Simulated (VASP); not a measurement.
Input:

```
CELL_PARAMETERS angstrom
      4.81961     0.00000     0.00000
     -2.40980     4.17391     0.00000
      0.00000     0.00000    14.00000
ATOMIC_POSITIONS crystal
  In 0.66209 0.33052 0.49992
  Bi 0.33791 0.66948 0.50008
```

All values below come from PBE GGA, VASP's PBE PAW potentials (set 64) (plane waves; VASP). Settings: 300 eV cut-off, 5×5×1 Γ-centred mesh, Gaussian smearing of 0.050 eV, potentials In_d Bi_d.

At this cut-off the stress carries a Pulay error, which pulls relaxed volumes low. The cell holds a wide vacuum, so values per volume refer to the whole cell.

Q: Which forces act on the atoms, in eV/Å?

A: 
```csv
atom,Fx,Fy,Fz
In1,0.245,0.193,-0.005
Bi2,-0.245,-0.193,0.005
```

Q: Give the stress tensor in GPa (positive for a compressed cell).

A: 
```
 0.83  -0.15   0.00
-0.15   1.06   0.00
 0.00   0.00  -0.11
```
The pressure is its mean diagonal, 0.59 GPa.

The cell is a sheet with vacuum, built from a generated structure.
